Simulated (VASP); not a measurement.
**BP (space group F-43m): computed properties**

All values below come from r2SCAN+rVV10, VASP's PBE PAW potentials (set 64) (plane waves; VASP).

- space group = F-43m (216)
- cell = a = b = c = 4.5268 Å, α = β = γ = 90.00°
- volume per atom = 11.60 Å^3/atom
- band gap (over mesh and band path) = 1.42 eV
- smallest direct gap (over mesh and band path) = 3.65 eV
- band-edge character = indirect, Γ to Γ-X at 0.78
- density = 2.99 g/cm³
- mean ε∞ (independent particles) = 8.82

```
CELL_PARAMETERS angstrom
      0.00000     2.26342     2.26342
      2.26342     0.00000     2.26342
      2.26342     2.26342     0.00000
ATOMIC_POSITIONS crystal
  B  0.00000 0.00000 0.00000
  P  0.25000 0.25000 0.25000
```

The structure comes from a measured BP entry (F-43m) of the Crystallography Open Database, whose conditions weren't checked. It was relaxed first. Symmetry was kept, so distortions that lower it aren't found.
